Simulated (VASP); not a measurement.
# TeS2 (I4/mmm) in VASP: reference runs, part 2 of 2

VASP 6.6.1. The steps go on from the part before.

### Step 3. Single point, PBE (atoms moved at random, drawn with an rms of 0.05 Å)

The input, INCAR:

```
ALGO = Normal
EDIFF = 1E-7
ENCUT = 520
GGA = PE
ISIF = 2
ISMEAR = -1
LASPH = T
LCHARG = F
LREAL = F
LWAVE = F
NBANDS = 16
NELM = 80
PREC = Accurate
SIGMA = 0.05
```

The input, KPOINTS:

```
k-points
0
Gamma
  9 9 9
```

The input, POSCAR:

```
TeS2
1.0
   -1.9778700000      1.9778700000      5.0719100000
    1.9778700000     -1.9778700000      5.0719100000
    1.9778700000      1.9778700000     -5.0719100000
Te S
1 2
Direct
    0.0013060000     -0.0015920000      0.0093040000
    0.4037360000      0.3978860000      0.0032820000
    0.6097240000      0.6041280000      0.0175920000
```

Potentials or basis: VASP PAW PBE potentials, release 64 (Te, S).

Launch:

```sh
cat potpaw_PBE.64/Te/POTCAR potpaw_PBE.64/S/POTCAR > POTCAR
mpirun -np 1 vasp_std > vasp.out
```

OUTCAR:

```text
EDIFF = 1E-7
   ENCUT = 520
   GGA = PE
   ISIF = 2
   ISMEAR = -1
   LASPH = T
   LREAL = F
   NELM = 80
   PREC = Accurate

 ion  position               nearest neighbor table
   1  0.001  0.998  0.009-   2 2.95   2 2.95   3 2.96   2 2.97   2 2.98   3 2.98   3 2.99   3 3.01

   2  0.404  0.398  0.003-   3 2.02   1 2.95   1 2.95   1 2.97   1 2.98
   3  0.610  0.604  0.018-   2 2.02   1 2.96   1 2.98   1 2.99   1 3.01

  LATTYP: Found a body centered tetragonal cell.
 ALAT       =     3.9557400000
 C/A-ratio  =     2.5643293037

  Lattice vectors:

 A1 = (  -1.9778700000,   1.9778700000,   5.0719100000)
 A2 = (   1.9778700000,  -1.9778700000,   5.0719100000)
 A3 = (   1.9778700000,   1.9778700000,  -5.0719100000)

Analysis of symmetry for initial positions (statically):
=====================================================================
 Subroutine PRICEL returns:
 Original cell was already a primitive cell.

 Routine SETGRP: Setting up the symmetry group for a
 body centered tetragonal supercell.

 Subroutine GETGRP returns: Found  1 space group operations
 (whereof  1 operations were pure point group operations)
 out of a pool of 16 trial point group operations.

The static configuration has the point symmetry C_1 .

Analysis of symmetry for dynamics (positions and initial velocities):
=====================================================================
 Subroutine PRICEL returns:
 Original cell was already a primitive cell.

 Routine SETGRP: Setting up the symmetry group for a
 body centered tetragonal supercell.

 Subroutine GETGRP returns: Found  1 space group operations
 (whereof  1 operations were pure point group operations)
 out of a pool of 16 trial point group operations.

The dynamic configuration has the point symmetry C_1 .

 Subroutine INISYM returns: Found  1 space group operations
 (whereof  1 operations are pure point group operations),
 and found     1 'primitive' translations

[... 117 lines left out ...]
  volume/ion in A,a.u.               =      26.45       178.53
  Fermi-wavevector in a.u.,A,eV,Ry     =   0.998366  1.886639 13.561412  0.996736
  Thomas-Fermi vector in A             =   2.130585
   LORBIT       =      0    0 simple, 1 ext, 2 COOP (PROOUT), +10 PAW based schemes
   GGA     = PE    functional components
   LHFCALC =     F    Hartree Fock is set to
   AEXX    =    0.0000 exact exchange contribution
   IVDW    =     0    specifies the selected vdW correction
   LEPSILON=     F    determine dielectric tensor
   LRPA    =     F    only Hartree local field effects (RPA)
 non-spin polarized calculation
  energy-cutoff  :      520.00
  volume of cell :       79.36
 maximum number of plane-waves:      2179
 NGX is ok and might be reduce to    48
   NGX = 21   NGY = 21   NGZ = 21

 number of electron      18.0000000 magnetization

 Free energy of the ion-electron system (eV)
  ---------------------------------------------------
  ext. energy  EPLUGINS =         0.00000000
  ---------------------------------------------------
  free energy    TOTEN  =        -9.96286570 eV

  energy without entropy =       -9.94970612  energy(sigma->0) =       -9.95628591

 E-fermi :   4.8464     XC(G=0):  -8.9188

 val. band max:        4.8441486443   @ k =   0.0000   0.0000  -0.1111
 cond. band min:       4.8485989897   @ k =   0.1111   0.3333   0.4444
 fundamental gap:      0.0044503454
 Fermi energy:         4.8463775883

 k-point     1 :       0.0000    0.0000    0.0000
  band No.  band energies     occupation
      1     -11.7332      2.00000
      2      -6.3278      2.00000
      3      -5.3496      2.00000
      4      -0.8894      2.00000
      5      -0.3247      2.00000
      6      -0.3239      2.00000
[... 433 lines left out ...]
      3      -6.1125      2.00000
      4      -0.7108      2.00000
      5      -0.5698      2.00000
      6       1.0866      2.00000
[... 8 lines left out ...]
     15      12.5349      0.00000
     16      13.2068      0.00000

 [... further k-points ...]

------------------------ aborting loop because EDIFF is reached ----------------------------------------

  FORCE on cell =-STRESS in cart. coord.  units (eV):
  Direction    XX          YY          ZZ          XY          YZ          ZX
  --------------------------------------------------------------------------------------
  -------------------------------------------------------------------------------------
  Total       -0.0371059     -0.0374287      1.7697193      0.0123835      0.0921171      0.0952897
  in kB       -0.7490769     -0.7555931     35.7262921      0.2499918      1.8596182      1.9236652
  external PRESSURE =      11.4072074 kB  Pullay stress =       0.0000000 kB

 VOLUME and BASIS-vectors are now :
 -----------------------------------------------------------------------------
  energy-cutoff  :      520.00
  volume of cell :       79.36
      direct lattice vectors                 reciprocal lattice vectors
    -1.977870000  1.977870000  5.071910000     0.000000000  0.252797201  0.098582191
     1.977870000 -1.977870000  5.071910000     0.252797201  0.000000000  0.098582191
     1.977870000  1.977870000 -5.071910000     0.252797201  0.252797201  0.000000000

 POSITION                                       TOTAL-FORCE (eV/Angst)
 -----------------------------------------------------------------------------------
      1.99054     -1.95374      5.02327        -0.016520      0.030577      0.019293
     -0.00508      0.01806      4.04911        -0.038636     -0.061494     -0.862735
      0.02373      0.04586      6.06732         0.055157      0.030917      0.843442
 -----------------------------------------------------------------------------------
    total drift:                                0.000028     -0.000036     -0.000083

  FREE ENERGIE OF THE ION-ELECTRON SYSTEM (eV)
  ---------------------------------------------------
  free  energy   TOTEN  =        -9.9628657021 eV

  energy  without entropy=       -9.9497061241  energy(sigma->0) =       -9.95628591
```

stdout:

```text
POSCAR found type information on POSCAR TeS
 POSCAR found :  2 types and       3 ions
 scaLAPACK will be used
 LDA part: xc-table for (Slater+PW92), standard interpolation
 POSCAR, INCAR and KPOINTS ok, starting setup
 FFT: planning ... GRIDC
 FFT: planning ... GRID_SOFT
 FFT: planning ... GRID
 WAVECAR not read
 entering main loop
```

Run time: 5.8 min. Hardware: 1 thread of Intel Xeon 6975P-C (Granite Rapids), shared host; peak memory 0.62 GiB.

Results:

```yaml
Free_energy: -9.9629 eV
Pressure: 1.1 GPa
Largest_force: 0.866 eV/Å
Band_gap_on_the_k_mesh: none (metal or under the smearing width)
```

Forces on the atoms (eV/Å):
```
Te  -0.017  0.031  0.019
S   -0.039 -0.061 -0.863
S    0.055  0.031  0.843
```

Levels at points of the mesh, in eV from the Fermi level:
```tsv
k point	band 7	band 8	band 9	band 10	band 11	band 12
(0.00, 0.00, 0.00)	-1.63	-1.09	-1.09	1.94	1.94	3.15
```

The run has no spin-orbit coupling, so splittings on Te are missing.
